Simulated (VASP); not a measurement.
Method: LDA (Ceperley-Alder, Perdew-Zunger), VASP's LDA PAW potentials (set 64) (plane waves; VASP).

A VASP calculation is set up with these files.

**POSCAR**
```
ZrC
1
    0.0000000000     2.3228405768     2.3228405768
    2.3228405768     0.0000000000     2.3228405768
    2.3228405768     2.3228405768     0.0000000000
Zr C
1 1
Direct
  0.0000000000   1.0000000000   0.0000000000
  0.5000000000   0.5000000000   0.5000000000
```

**INCAR**
```
SYSTEM = ZrC
PREC = Accurate
ENCUT = 520
EDIFF = 1E-6
NELM = 100
ALGO = Normal
LREAL = .FALSE.
LASPH = .TRUE.
ISMEAR = 1
SIGMA = 0.1
LMAXMIX = 4
LWAVE = .FALSE.
LCHARG = .FALSE.
IBRION = 2
ISIF = 3
NSW = 60
EDIFFG = -0.01
```

**KPOINTS**
```
Automatic mesh
0
Gamma
12 12 12
0 0 0
```

POTCAR, in this order: Zr_sv C (LDA.64 set). Program: vasp_std.

The resulting files:

File OUTCAR:
```
 ion  position               nearest neighbor table
   1  0.000  0.000  0.000-   2 2.32   2 2.32   2 2.32   2 2.32   2 2.32   2 2.32
   2  0.500  0.500  0.500-   1 2.32   1 2.32   1 2.32   1 2.32   1 2.32   1 2.32
  LATTYP: Found a face centered cubic cell.
 ALAT       =     4.6456811536
 Subroutine PRICEL returns:
 Original cell was already a primitive cell.
 Subroutine GETGRP returns: Found 48 space group operations
The static configuration has the point symmetry O_h .
The dynamic configuration has the point symmetry O_h .
 Subroutine INISYM returns: Found 48 space group operations
 Subroutine IBZKPT returns following result:
 Found     72 irreducible k-points:

 Following reciprocal coordinates:
            Coordinates               Weight
  0.000000  0.000000  0.000000      1.000000
  0.083333  0.000000  0.000000      8.000000
  0.166667  0.000000  0.000000      8.000000
  0.250000  0.000000  0.000000      8.000000
  0.333333  0.000000  0.000000      8.000000
  0.416667  0.000000  0.000000      8.000000
  0.500000  0.000000  0.000000      4.000000
  0.083333  0.083333  0.000000      6.000000
  0.166667  0.083333  0.000000     24.000000
  0.250000  0.083333  0.000000     24.000000
  0.333333  0.083333  0.000000     24.000000
  0.416667  0.083333  0.000000     24.000000
  0.500000  0.083333  0.000000     24.000000
 -0.416667  0.083333  0.000000     24.000000
 -0.333333  0.083333  0.000000     24.000000
 -0.250000  0.083333  0.000000     24.000000
 -0.166667  0.083333  0.000000     24.000000
 -0.083333  0.083333  0.000000     12.000000
  0.166667  0.166667  0.000000      6.000000
  0.250000  0.166667  0.000000     24.000000
  0.333333  0.166667  0.000000     24.000000
  0.416667  0.166667  0.000000     24.000000
  0.500000  0.166667  0.000000     24.000000
 -0.416667  0.166667  0.000000     24.000000
...
```

OSZICAR:
```
       N       E                     dE             d eps       ncg     rms          rms(c)
DAV:   1     0.109012061026E+03    0.10901E+03   -0.89997E+03  1728   0.135E+03
DAV:   2    -0.188150352201E+02   -0.12783E+03   -0.12065E+03  1988   0.339E+02
DAV:   3    -0.244717203743E+02   -0.56567E+01   -0.55658E+01  2492   0.641E+01
DAV:   4    -0.247049295169E+02   -0.23321E+00   -0.23310E+00  2192   0.124E+01
DAV:   5    -0.247131261526E+02   -0.81966E-02   -0.81960E-02  2532   0.184E+00    0.229E+01
DAV:   6    -0.214574071401E+02    0.32557E+01   -0.16263E+01  1936   0.284E+01    0.899E+00
DAV:   7    -0.212992278767E+02    0.15818E+00   -0.77918E-01  2004   0.731E+00    0.664E+00
DAV:   8    -0.212819313489E+02    0.17297E-01   -0.15567E-01  1860   0.326E+00    0.165E+00
DAV:   9    -0.212764755049E+02    0.54558E-02   -0.35681E-02  2024   0.119E+00    0.478E-01
DAV:  10    -0.212764376791E+02    0.37826E-04   -0.20584E-03  2040   0.563E-01    0.362E-01
DAV:  11    -0.212762733900E+02    0.16429E-03   -0.62770E-04  1944   0.203E-01    0.178E-02
DAV:  12    -0.212762723873E+02    0.10027E-05   -0.92295E-06  2508   0.344E-02    0.883E-03
DAV:  13    -0.212762722510E+02    0.13633E-06   -0.20546E-07  1068   0.481E-03
   1 F= -.21276272E+02 E0= -.21276111E+02  d E =-.212763E+02
```

File OUTCAR:
```
------------------------ aborting loop because EDIFF is reached ----------------------------------------
  FORCE on cell =-STRESS in cart. coord.  units (eV):
  Direction    XX          YY          ZZ          XY          YZ          ZX
  --------------------------------------------------------------------------------------
  Total        0.0056888      0.0056888      0.0056888      0.0000000      0.0000000      0.0000000
  in kB        0.3636173      0.3636173      0.3636173      0.0000000      0.0000000      0.0000000
  external PRESSURE =       0.3636173 kB  Pullay stress =       0.0000000 kB
  volume of cell :       25.07
      direct lattice vectors                 reciprocal lattice vectors
     0.000000000  2.322840577  2.322840577    -0.215253688  0.215253688  0.215253688
     2.322840577  0.000000000  2.322840577     0.215253688 -0.215253688  0.215253688
     2.322840577  2.322840577  0.000000000     0.215253688  0.215253688 -0.215253688
 POSITION                                       TOTAL-FORCE (eV/Angst)
 -----------------------------------------------------------------------------------
      0.00000      0.00000      0.00000         0.000000     -0.000000      0.000000
      2.32284      2.32284      2.32284        -0.000000      0.000000     -0.000000
 -----------------------------------------------------------------------------------
    total drift:                                0.000000     -0.000000     -0.000000
  FREE ENERGIE OF THE ION-ELECTRON SYSTEM (eV)
  ---------------------------------------------------
  free  energy   TOTEN  =       -21.2762722510 eV

  energy  without entropy=      -21.2757877096  energy(sigma->0) =      -21.27611074

 reached required accuracy - stopping structural energy minimisation
```
(Selected blocks of OUTCAR.)

The compound is ZrC in the rock salt structure. It was relaxed first. The start is the result of an earlier pass.
